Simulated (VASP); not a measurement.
# MgB with SCAN + D3: from relaxation to properties

Aim: relax MgB, then compute properties on the relaxed cell. The steps: relaxing cell and atoms (SCAN + D3), second relaxation, density, ELF and potential (SCAN + D3), bands along the symmetry lines (SCAN + D3), total and projected DOS (SCAN + D3), volume scan with SCAN + D3, fit for SCAN + D3, zone-centre phonons (SCAN + D3) and band structure (HSE06). The cell is invented: it takes the structure of a Materials Project entry for MgAl (space group 187 there), with some of its atoms replaced by other elements, volume scaled by an estimate. It may not be a known or stable phase.

Main program and level: VASP 6.6.1; SCAN with D3; plane waves and PAW (Mg, B), in the first sound run; inputs show where later runs differ.

Most raw output is cut from this account.

## (1) The starting structure

Before any relaxation, the start is as follows. Symmetry: P-6m2, No. 187, hexagonal system. Conventional cell: a = 2.686 Å, b = 2.686 Å, c = 4.353 Å, α = 90.00°, β = 90.00°, γ = 120.00°. Mg has 6 B at 2.67 Å and 6 Mg at 2.69 Å nearest. Nearest to B lie 6 Mg at 2.67 Å and 6 B at 2.69 Å. It derives from MgAl. it takes the structure of a Materials Project entry for MgAl (space group 187 there), with some of its atoms replaced by other elements, volume scaled by an estimate. Farther neighbours are not listed.

Coordinates:

```cif
data_structure
_symmetry_space_group_name_H-M 'P 1'
_symmetry_Int_Tables_number 1
_cell_length_a 2.6861
_cell_length_b 2.6861
_cell_length_c 4.3528
_cell_angle_alpha 90.000
_cell_angle_beta 90.000
_cell_angle_gamma 120.000
_cell_volume 27.20
loop_
_atom_site_label
_atom_site_type_symbol
_atom_site_fract_x
_atom_site_fract_y
_atom_site_fract_z
_atom_site_occupancy
Mg1 Mg 0.66667 0.33333 0.50000 1
B2 B 0.00000 0.00000 0.00000 1
```

## (2) Relaxing cell and atoms (SCAN + D3)

The start need not lie at this functional's minimum. ISIF = 3 frees volume, shape and positions, and EDIFFG sets the threshold on forces and stress at which the search stops. SCAN adds the kinetic-energy density; it is numerically more delicate than r2SCAN. A dispersion term adds the long-range attraction that semilocal functionals lack. D3 makes the C6 coefficients depend on coordination; zero damping switches the term off at short range.

INCAR

```
SYSTEM = MgB
PREC = Accurate
ENCUT = 420
EDIFF = 1E-06
NELM = 100
ISMEAR = -1
SIGMA = 0.05
LREAL = .FALSE.
ALGO = Normal
METAGGA = SCAN
IVDW = 11
LASPH = .TRUE.
LORBIT = 11
LWAVE = .FALSE.
LCHARG = .FALSE.
IBRION = 2
NSW = 60
ISIF = 3
EDIFFG = -0.01
```

POSCAR

```
MgB
1.0
    2.6860820000      0.0000000000      0.0000000000
   -1.3430410000      2.3262150000      0.0000000000
    0.0000000000      0.0000000000      4.3527700000
Mg B
1 1
Direct
    0.6666666700      0.3333333300      0.5000000000
    0.0000000000      0.0000000000      0.0000000000
```

KPOINTS

```
Automatic mesh
0
Gamma
10 10 5
0 0 0
```

Potentials, in the order of the species: Mg and B (PBE family, release 64).

Command:

```console
$ mpirun -np 1 vasp_std
```

Elapsed: 1.8 min, on 1 MPI rank of Intel Xeon 6975P-C (Granite Rapids), shared host; peak memory 0.14 GiB.

This run has no spin polarisation. Its electron count is odd, so without a moment it is a metal by construction. The k-mesh is coarse for a metal. The PAW data sets were made with PBE, which is usual practice but a small mismatch for other functionals. Dispersion corrections of this kind ignore metallic screening and tend to overbind metals. The run keeps the 12 symmetry operations of its start, so it cannot find a distortion of lower symmetry.

The steps of the relaxation:

| step | energy less that of the first step (eV) | largest force (eV/Å) | pressure (GPa) | volume (Å³) |
| --- | --- | --- | --- | --- |
| 1 | 0.0000 | 0.0000 | -4.60 | 27.20 |
| 2 | -0.5787 | 0.0000 | -0.16 | 25.45 |
| 3 | -0.6182 | 0.0000 | 2.58 | 25.01 |
| 4 | -0.5680 | 0.0000 | 9.48 | 24.07 |
| 5 | -0.6211 | 0.0000 | 4.63 | 24.70 |
| 6 | -0.6228 | 0.0000 | 3.95 | 24.80 |
| 7 | -0.6390 | 0.0000 | 0.22 | 25.94 |
| 8 | -0.6391 | 0.0000 | -0.18 | 26.07 |
| 9 | -0.6391 | 0.0000 | -0.10 | 26.05 |
| 10 | -0.6392 | 0.0000 | 0.06 | 26.03 |

| cell as run | before | after | change |
| --- | --- | --- | --- |
| a (Å) | 2.686 | 2.872 | +6.9 % |
| b (Å) | 2.686 | 2.872 | +6.9 % |
| c (Å) | 4.353 | 3.643 | -16.3 % |
| volume (Å³/atom) | 13.60 | 13.01 | -4.3 % |

Final coordinates:

```xyz
2
Lattice="2.8721 0.0000 0.0000 -1.4361 2.4873 0.0000 0.0000 0.0000 3.6432" Properties=species:S:1:pos:R:3 pbc="T T T"
Mg    1.4361    0.8291    1.8216
B     0.0000    0.0000    0.0000
```

This step gave:

```yaml
electrons: 5
bands: 6
irreducible_k_points: 42
symmetry_operations: 12
free_energy_toten: -10.55 eV
energy_at_zero_smearing: -10.55 eV
fermi_energy: 3.977 eV
pressure: 0.05794 GPa
metallic: yes
scf_cycles_over_all_ionic_steps: 72
```

It ends with forces that vanish by symmetry and a pressure of 0.06 GPa.

## (3) Second relaxation

The basis stayed that of the start cell while the cell moved. A rerun from the cell reached resets it; the error of the finite cutoff stays. The mesh changes with the cell too.

INCAR is that of step 2.

POSCAR

```
MgB
1.0
    2.8721387676      0.0000000000      0.0000000000
   -1.4360693838      2.4873448341      0.0000000000
    0.0000000000      0.0000000000      3.6432233144
Mg B
1 1
Direct
    0.6666666700      0.3333333300      0.5000000000
    0.0000000000      0.0000000000      0.0000000000
```

KPOINTS

```
Automatic mesh
0
Gamma
9 9 6
0 0 0
```

Command:

```console
$ mpirun -np 1 vasp_std
```

Wall time 57 s (1 MPI rank); peak memory 0.14 GiB.

Relaxation path:

| step | energy less that of the first step (eV) | largest force (eV/Å) | pressure (GPa) | volume (Å³) |
| --- | --- | --- | --- | --- |
| 1 | 0.0000 | 0.0000 | 0.07 | 26.03 |
| 2 | -0.0049 | 0.0000 | 0.49 | 26.05 |
| 3 | -0.0065 | 0.0000 | 0.90 | 26.06 |
| 4 | -0.0071 | 0.0000 | -0.14 | 26.41 |
| 5 | -0.0072 | 0.0000 | 0.09 | 26.33 |
| 6 | -0.0072 | 0.0000 | 0.05 | 26.35 |
| 7 | -0.0072 | 0.0000 | 0.01 | 26.35 |

| conventional cell, symmetrised | before | after | change |
| --- | --- | --- | --- |
| a (Å) | 2.872 | 2.917 | +1.6 % |
| b (Å) | 2.872 | 2.917 | +1.6 % |
| c (Å) | 3.643 | 3.575 | -1.9 % |
| volume (Å³/atom) | 13.01 | 13.17 | +1.2 % |

The relaxed structure:

```xyz
2
Lattice="2.9173 0.0000 0.0000 -1.4586 2.5264 0.0000 0.0000 0.0000 3.5750" Properties=species:S:1:pos:R:3 pbc="T T T"
Mg    1.4586    0.8421    1.7875
B     0.0000    0.0000    0.0000
```

This step gave:

* irreducible k-points: 48
* Fermi energy: 3.920 eV
* pressure: 0.01350 GPa
* SCF cycles over all ionic steps: 51

It ends with forces that vanish by symmetry and a pressure of 0.01 GPa.

## (4) Density, ELF and potential (SCAN + D3)

A single point on the relaxed cell gives a clean self-consistent state, with density, ELF and potential written out.

INCAR, as its differences from that of step 3:

```diff
@@ -14,6 +14,5 @@
 LWAVE = .FALSE.
-LCHARG = .FALSE.
-IBRION = 2
-NSW = 60
-ISIF = 3
-EDIFFG = -0.01
+LCHARG = .TRUE.
+ISIF = 2
+LELF = .TRUE.
+LVHAR = .TRUE.
```

POSCAR

```
MgB
1.0
    2.9172768617      0.0000000000      0.0000000000
   -1.4586384309      2.5264355560      0.0000000000
    0.0000000000      0.0000000000      3.5750154871
Mg B
1 1
Direct
    0.6666666700      0.3333333300      0.5000000000
    0.0000000000      0.0000000000      0.0000000000
```

KPOINTS is that of step 3.

Command:

```console
$ mpirun -np 1 vasp_std
```

Run time: 12 s. Hardware: 1 MPI rank; peak memory 0.14 GiB.

Numbers from this step:

```yaml
scf_cycles: 12
fermi_energy: 3.919 eV
pressure: 0.02294 GPa
```

Valence electrons inside each PAW sphere by angular momentum. Sphere charges, by row:

| atom | s (e) | p (e) | d (e) | tot (e) |
| --- | --- | --- | --- | --- |
| Mg1 | 0.185 | 0.186 | 0.04 | 0.411 |
| B2 | 0.795 | 0.779 | 0 | 1.575 |

ELF in the ac plane at fractional y = 0.000, with atoms of B within 0.2 Å of it. It is the smooth field of the valence electrons, not physical close to the nuclei.

Values, 17 rows by 15 columns, each cell a mean:
```
0.17 0.24 0.44 0.63 0.70 0.61 0.45 0.36 0.36 0.45 0.61 0.70 0.63 0.44 0.24
0.64 0.68 0.74 0.78 0.76 0.63 0.46 0.36 0.36 0.46 0.63 0.76 0.78 0.74 0.68
0.88 0.88 0.87 0.85 0.79 0.64 0.46 0.36 0.36 0.46 0.64 0.79 0.85 0.87 0.88
0.91 0.91 0.89 0.85 0.77 0.62 0.45 0.34 0.34 0.45 0.62 0.77 0.85 0.89 0.91
0.89 0.88 0.85 0.81 0.72 0.57 0.40 0.29 0.29 0.40 0.57 0.72 0.81 0.85 0.88
0.79 0.78 0.75 0.70 0.61 0.46 0.31 0.21 0.21 0.31 0.46 0.61 0.70 0.75 0.78
0.63 0.62 0.60 0.55 0.46 0.33 0.20 0.13 0.13 0.20 0.33 0.46 0.55 0.60 0.62
0.49 0.49 0.48 0.44 0.35 0.24 0.14 0.09 0.09 0.13 0.24 0.36 0.44 0.48 0.49
0.49 0.48 0.47 0.44 0.35 0.23 0.13 0.08 0.08 0.13 0.23 0.35 0.44 0.47 0.48
0.62 0.61 0.59 0.54 0.45 0.32 0.20 0.13 0.13 0.20 0.32 0.45 0.54 0.59 0.61
0.79 0.78 0.75 0.69 0.60 0.46 0.30 0.20 0.20 0.30 0.46 0.60 0.69 0.75 0.78
0.88 0.87 0.85 0.80 0.71 0.56 0.39 0.28 0.28 0.39 0.56 0.71 0.80 0.85 0.87
0.91 0.91 0.89 0.85 0.77 0.62 0.44 0.34 0.34 0.44 0.62 0.77 0.85 0.89 0.91
0.89 0.88 0.87 0.85 0.79 0.64 0.46 0.36 0.36 0.46 0.64 0.79 0.85 0.87 0.88
0.66 0.69 0.75 0.78 0.76 0.63 0.46 0.36 0.36 0.46 0.63 0.76 0.78 0.75 0.69
0.19 0.26 0.46 0.64 0.70 0.61 0.45 0.36 0.36 0.45 0.61 0.70 0.64 0.46 0.26
0.03 0.06 0.27 0.54 0.66 0.60 0.44 0.36 0.36 0.44 0.60 0.66 0.54 0.27 0.06
```
Columns run along a (2.9 Å), rows up along c (3.6 Å). Atoms in or near the plane, at fractional coordinates: B at (0.00, 0.00).

Valence density in the ac plane at fractional y = 0.000, with atoms of B within 0.2 Å of it. It is the smooth field of the valence electrons, not physical close to the nuclei.

Values in e/Å³, 17 rows by 15 columns, each cell a mean:
```
0.45 0.50 0.57 0.51 0.38 0.26 0.19 0.16 0.16 0.19 0.26 0.38 0.51 0.57 0.50
0.71 0.69 0.62 0.49 0.35 0.24 0.18 0.15 0.15 0.18 0.24 0.35 0.49 0.62 0.69
0.68 0.64 0.54 0.42 0.30 0.22 0.17 0.14 0.14 0.17 0.22 0.30 0.42 0.54 0.64
0.50 0.48 0.41 0.33 0.25 0.19 0.15 0.13 0.13 0.15 0.19 0.25 0.33 0.41 0.48
0.35 0.34 0.30 0.25 0.20 0.16 0.13 0.11 0.11 0.13 0.16 0.20 0.25 0.30 0.34
0.25 0.24 0.22 0.19 0.16 0.13 0.11 0.09 0.09 0.11 0.13 0.16 0.19 0.22 0.24
0.19 0.19 0.18 0.16 0.13 0.11 0.09 0.08 0.08 0.09 0.11 0.13 0.16 0.18 0.19
0.17 0.16 0.15 0.14 0.12 0.09 0.08 0.07 0.07 0.08 0.09 0.12 0.14 0.15 0.16
0.16 0.16 0.15 0.14 0.12 0.09 0.08 0.07 0.07 0.08 0.09 0.12 0.14 0.15 0.16
0.19 0.19 0.17 0.16 0.13 0.11 0.09 0.07 0.07 0.09 0.11 0.13 0.16 0.17 0.19
0.25 0.24 0.22 0.19 0.16 0.13 0.10 0.09 0.09 0.10 0.13 0.16 0.19 0.22 0.24
0.35 0.33 0.30 0.25 0.20 0.16 0.13 0.11 0.11 0.13 0.16 0.20 0.25 0.30 0.33
0.50 0.47 0.40 0.32 0.25 0.19 0.15 0.13 0.13 0.15 0.19 0.25 0.32 0.40 0.47
0.67 0.63 0.53 0.41 0.30 0.22 0.16 0.14 0.14 0.16 0.22 0.30 0.41 0.53 0.63
0.71 0.69 0.62 0.48 0.35 0.24 0.18 0.15 0.15 0.18 0.24 0.35 0.48 0.62 0.69
0.46 0.51 0.57 0.51 0.37 0.26 0.19 0.16 0.16 0.19 0.26 0.37 0.51 0.57 0.51
0.23 0.34 0.50 0.50 0.38 0.26 0.19 0.16 0.16 0.19 0.26 0.38 0.50 0.50 0.34
```
Columns run along a (2.9 Å), rows up along c (3.6 Å). Atoms in or near the plane, at fractional coordinates: B at (0.00, 0.00).

Electrostatic potential energy in the ac plane at fractional y = 0.000, with atoms of B within 0.2 Å of it. With pseudopotentials it is smooth inside the atoms' cores, unlike the true potential.

Values in eV, 17 rows by 15 columns, each cell a mean:
```
  0 -13 -30 -24  -6  -1   2   3   3   2  -1  -6 -24 -30 -13
-29 -29 -28 -13  -3   0   2   2   2   2   0  -3 -13 -28 -29
-22 -19 -11  -4  -2   0   1   1   1   1   0  -2  -4 -11 -19
 -5  -4  -2  -1   0   0   0   0   0   0   0   0  -1  -2  -4
  0   0   0   0  -1  -1  -2  -3  -3  -2  -1  -1   0   0   0
  1   1   1   0  -2  -3  -5  -5  -5  -5  -3  -2   0   1   1
  2   1   1  -1  -3  -5  -7  -8  -8  -7  -5  -3  -1   0   1
  2   1   0  -1  -4  -6  -9 -10 -10  -9  -6  -4  -1   0   1
  2   1   0  -1  -4  -6  -9 -10 -10  -9  -6  -4  -1   0   1
  2   1   1  -1  -3  -5  -7  -8  -8  -7  -5  -3  -1   0   1
  1   1   1   0  -2  -3  -5  -6  -6  -5  -3  -2   0   1   1
  0   0   0   0  -1  -1  -2  -3  -3  -2  -1  -1   0   0   0
 -4  -3  -2  -1   0   0   0   0   0   0   0   0  -1  -2  -3
-21 -18 -11  -4  -2   0   1   1   1   1   0  -2  -4 -11 -18
-29 -29 -27 -12  -3   0   2   2   2   2   0  -3 -12 -27 -29
 -1 -14 -30 -23  -6  -1   2   2   2   2  -1  -6 -23 -30 -14
  3   2 -30 -28  -8  -1   1   3   3   1  -1  -8 -28 -30   2
```
Columns run along a (2.9 Å; values clipped at the 3rd and 97th percentile), rows up along c (3.6 Å). Atoms in or near the plane, at fractional coordinates: B at (0.00, 0.00).

In this run the pressure is 0.02 GPa, small enough to go on.

## (5) Bands along the symmetry lines (SCAN + D3)

Levels along the symmetry lines show where the bands peak and cross; KPOINTS_OPT computes them in the converged potential.

INCAR, as its differences from that of step 4:

```diff
@@ -14,5 +14,2 @@
 LWAVE = .FALSE.
-LCHARG = .TRUE.
-ISIF = 2
-LELF = .TRUE.
-LVHAR = .TRUE.
+LCHARG = .FALSE.
```

POSCAR is that of step 4.

KPOINTS is that of step 4.

KPOINTS_OPT

```
Line mode
16
Line-mode
Reciprocal
  0.00000000   0.00000000   0.00000000 GAMMA
  0.50000000   0.00000000   0.00000000 M

  0.50000000   0.00000000   0.00000000 M
  0.33333333   0.33333333   0.00000000 K

  0.33333333   0.33333333   0.00000000 K
  0.00000000   0.00000000   0.00000000 GAMMA

  0.00000000   0.00000000   0.00000000 GAMMA
  0.00000000   0.00000000   0.50000000 A

  0.00000000   0.00000000   0.50000000 A
  0.50000000   0.00000000   0.50000000 L

  0.50000000   0.00000000   0.50000000 L
  0.33333333   0.33333333   0.50000000 H

  0.33333333   0.33333333   0.50000000 H
  0.00000000   0.00000000   0.50000000 A

  0.50000000   0.00000000   0.50000000 L
  0.50000000   0.00000000   0.00000000 M

  0.33333333   0.33333333   0.00000000 K
  0.33333333   0.33333333   0.50000000 H
```

Command:

```console
$ mpirun -np 1 vasp_std
```

The job ended after 24 s (1 MPI rank; peak memory 0.15 GiB).

The electronic bands at the labelled points (eV, zero at the Fermi level; # counts the bands kept):

| point | #1 | #2 | #3 | #4 |
| --- | --- | --- | --- | --- |
| Γ | -10.87 | -1.24 | 2.51 | 5.38 |
| 0.53 of the way | -9.31 | -0.09 | 0.33 | 3.97 |
| M | -6.27 | -4.49 | 1.36 | 3.15 |
| 0.53 of the way | -5.87 | -3.95 | 0.23 | 1.58 |
| K | -5.27 | -2.71 | -2.56 | 1.81 |
| 0.47 of the way | -8.81 | 0.12 | 0.25 | 1.83 |
| Γ | -10.87 | -1.24 | 2.51 | 5.38 |
| 0.47 of the way | -10.32 | -4.01 | 5.57 | 5.57 |
| A | -9.12 | -6.58 | 5.83 | 5.83 |
| 0.47 of the way | -8.02 | -5.38 | 2.19 | 4.66 |
| L | -4.79 | -3.22 | -2.64 | 1.62 |
| 0.47 of the way | -4.49 | -2.84 | -2.38 | 1.65 |
| H | -3.82 | -1.90 | -1.65 | -1.29 |
| 0.47 of the way | -7.21 | -4.55 | 1.16 | 2.77 |
| A | -9.12 | -6.58 | 5.83 | 5.83 |
| jump to L | -4.79 | -3.22 | -2.64 | 1.62 |
| 0.53 of the way | -5.81 | -4.03 | -0.51 | 3.34 |
| M | -6.27 | -4.49 | 1.36 | 3.15 |
| jump to K | -5.27 | -2.71 | -2.56 | 1.81 |
| 0.47 of the way | -4.82 | -2.23 | -2.20 | 0.12 |
| H | -3.82 | -1.90 | -1.65 | -1.29 |

Of the projections kept (Mg, B), the largest for each band there; the rest of the weight can lie on other orbitals:

| point | #1 | #2 | #3 | #4 |
| --- | --- | --- | --- | --- |
| Γ | B 0.75 | B 0.80 | Mg 0.58 | B 0.95 |
| M | B 0.85 | B 0.70 | B 0.91 | B 0.91 |
| K | B 0.89 | B 0.77 | B 0.70 | B 0.93 |
| Γ | B 0.75 | B 0.80 | Mg 0.58 | B 0.95 |
| A | B 0.89 | Mg 0.56 | B 0.98 | B 0.98 |
| L | B 0.95 | B 0.86 | B 0.66 | Mg 0.96 |

There is no gap at this level.

Of the bands kept, 3 cross the Fermi level on this path.

## (6) Total and projected DOS (SCAN + D3)

A density of states needs more k-points than a total energy; ISMEAR = -5 takes tetrahedra, and LORBIT projects the states on the PAW spheres. The mesh is finer than in the run before.

INCAR, as its differences from that of step 5:

```diff
@@ -5,3 +5,3 @@
 NELM = 100
-ISMEAR = -1
+ISMEAR = -5
 SIGMA = 0.05
@@ -15 +15,2 @@
 LCHARG = .FALSE.
+NEDOS = 2001
```

POSCAR is that of step 5.

KPOINTS

```
Automatic mesh
0
Gamma
13 13 9
0 0 0
```

Command:

```console
$ mpirun -np 1 vasp_std
```

Run time: 27 s. Hardware: 1 MPI rank; peak memory 0.15 GiB.

With tetrahedra the forces and stress of a metal are not exact derivatives of the energy.

This step gave:

```
irreducible k-points   : 105
free energy (TOTEN)    : -10.56 eV
Fermi energy           : 3.863 eV
pressure               : -0.2338 GPa
DOS at the Fermi level : 0.6745 states/eV/cell
```

The density of states has structure finer than the step of the table below, so its rows give means over 0.5 eV, whole bins alone (the curve runs from -12.0 to 6.03 eV). Peaks (eV: height): total -6.10: 0.589, -4.79: 0.492, -2.91: 0.927, 0.85: 0.784, 3.22: 0.959, 5.70: 0.877; B p -2.91: 0.216, 1.14: 0.278, 3.26: 0.336, 5.30: 0.279; B s -6.10: 0.186, -4.79: 0.152, -0.74: 0.0537.

States under -12.0 eV and over 6.0 eV are left out. Table of density of states by energy, zero at the Fermi level; means over each step; values in states/eV/cell:

| energy (eV) | total | B p | B s |
| --- | --- | --- | --- |
| -11.5 | 0 | 0 | 0 |
| -11.0 | 6.0e-4 | 0 | 1.6e-4 |
| -10.5 | 0.0992 | 4.8e-4 | 0.0265 |
| -10.0 | 0.185 | 0.00190 | 0.0500 |
| -9.5 | 0.253 | 0.00392 | 0.0700 |
| -9.0 | 0.335 | 0.00646 | 0.0963 |
| -8.5 | 0.349 | 0.00902 | 0.101 |
| -8.0 | 0.354 | 0.0114 | 0.103 |
| -7.5 | 0.363 | 0.0134 | 0.107 |
| -7.0 | 0.381 | 0.0150 | 0.116 |
| -6.5 | 0.439 | 0.0169 | 0.140 |
| -6.0 | 0.535 | 0.0246 | 0.165 |
| -5.5 | 0.485 | 0.0271 | 0.146 |
| -5.0 | 0.394 | 0.0289 | 0.110 |
| -4.5 | 0.257 | 0.0301 | 0.0461 |
| -4.0 | 0.321 | 0.0584 | 0.0195 |
| -3.5 | 0.488 | 0.103 | 0.0168 |
| -3.0 | 0.785 | 0.180 | 0.0281 |
| -2.5 | 0.813 | 0.193 | 0.0343 |
| -2.0 | 0.735 | 0.182 | 0.0383 |
| -1.5 | 0.718 | 0.185 | 0.0473 |
| -1.0 | 0.705 | 0.191 | 0.0498 |
| -0.5 | 0.696 | 0.199 | 0.0489 |
| 0.0 | 0.663 | 0.202 | 0.0465 |
| 0.5 | 0.686 | 0.226 | 0.0400 |
| 1.0 | 0.700 | 0.250 | 0.0330 |
| 1.5 | 0.580 | 0.214 | 0.0248 |
| 2.0 | 0.539 | 0.177 | 0.0204 |
| 2.5 | 0.702 | 0.209 | 0.0179 |
| 3.0 | 0.875 | 0.289 | 0.0176 |
| 3.5 | 0.926 | 0.328 | 0.0184 |
| 4.0 | 0.760 | 0.261 | 0.0170 |
| 4.5 | 0.757 | 0.251 | 0.0199 |
| 5.0 | 0.780 | 0.253 | 0.0219 |
| 5.5 | 0.834 | 0.232 | 0.0271 |

The finer mesh and the other smearing move the Fermi level by -0.06 eV from the 9×9×6 run, one measure of the sampling error in the zero of the bands above. Of the states within 0.3 eV of the Fermi level, the largest shares in the PAW spheres are B p 31 % and B s 7 %. The rest lies in smaller channels or between the spheres.

## (7) Volume scan with SCAN + D3

An equation of state needs energies on both sides of the minimum, all on one mesh and cutoff.

INCAR, as its differences from that of step 6:

```diff
@@ -5,3 +5,3 @@
 NELM = 100
-ISMEAR = -5
+ISMEAR = -1
 SIGMA = 0.05
@@ -15,2 +15,2 @@
 LCHARG = .FALSE.
-NEDOS = 2001
+ISIF = 2
```

POSCAR

```
MgB
1.0
    2.8577238890      0.0000000000      0.0000000000
   -1.4288619445      2.4748611752      0.0000000000
    0.0000000000      0.0000000000      3.5020355096
Mg B
1 1
Direct
    0.6666666700      0.3333333300      0.5000000000
    0.0000000000      0.0000000000      0.0000000000
```

KPOINTS

```
Automatic mesh
0
Gamma
9 9 6
0 0 0
```

Command:

```console
$ mpirun -np 1 vasp_std
```

Run time: 19 s. Hardware: 1 MPI rank; peak memory 0.14 GiB.

The scan keeps the cell's shape and the fractional positions fixed.

This step gave:

- irreducible k-points: 48
- free energy (TOTEN): -10.52 eV
- energy at zero smearing: -10.52 eV
- Fermi energy: 4.335 eV
- pressure: 6.007 GPa

The pressure here is 6.01 GPa.

## (8) Volume scan with SCAN + D3 (run 2)

INCAR is that of step 7.

POSCAR

```
MgB
1.0
    2.8778493682      0.0000000000      0.0000000000
   -1.4389246841      2.4922903493      0.0000000000
    0.0000000000      0.0000000000      3.5266985441
Mg B
1 1
Direct
    0.6666666700      0.3333333300      0.5000000000
    0.0000000000      0.0000000000      0.0000000000
```

KPOINTS is that of step 7.

Command:

```console
$ mpirun -np 1 vasp_std
```

Elapsed: 16 s, on 1 MPI rank; peak memory 0.14 GiB.

Numbers from this step:

```
free energy (TOTEN)     : -10.54 eV
energy at zero smearing : -10.54 eV
Fermi energy            : 4.191 eV
pressure                : 3.811 GPa
```

The pressure falls from 6.01 to 3.81 GPa.

The run ends at a pressure of 3.81 GPa.

## (9) Volume scan with SCAN + D3 (run 3)

INCAR is that of step 8.

POSCAR

```
MgB
1.0
    2.8976972324      0.0000000000      0.0000000000
   -1.4488486163      2.5094791018      0.0000000000
    0.0000000000      0.0000000000      3.5510213716
Mg B
1 1
Direct
    0.6666666700      0.3333333300      0.5000000000
    0.0000000000      0.0000000000      0.0000000000
```

KPOINTS is that of step 8.

Command:

```console
$ mpirun -np 1 vasp_std
```

It took 14 s on 1 MPI rank; peak memory 0.14 GiB.

The pressure falls from 3.81 to 1.82 GPa.

The run ends at a pressure of 1.82 GPa.

## (10) Volume scan with SCAN + D3 (run 4)

INCAR is that of step 9.

POSCAR

```
MgB
1.0
    2.9172768617      0.0000000000      0.0000000000
   -1.4586384309      2.5264355560      0.0000000000
    0.0000000000      0.0000000000      3.5750154871
Mg B
1 1
Direct
    0.6666666700      0.3333333300      0.5000000000
    0.0000000000      0.0000000000      0.0000000000
```

KPOINTS is that of step 9.

Command:

```console
$ mpirun -np 1 vasp_std
```

The job ended after 12 s (1 MPI rank; peak memory 0.14 GiB).

The pressure falls from 1.82 to 0.02 GPa.

The run ends at a pressure of 0.02 GPa.

(Continued in part 2 of 2.)

[Lines on the potential files, build, host, timing and source positions are cut from VASP's logs without a mark.]

[Logs are printed without paths, hosts, clocks, repeated set-up lines and the standing remarks that a program may print on its own settings, such as how far it seeks lower states.]

[Hosts, paths, dates, database ids (printed as entryN), source tags and the programs' standing remarks are cut or masked in the printed files.]

[A measured line is paired with the nearest computed mode of its activity, which favours agreement.]
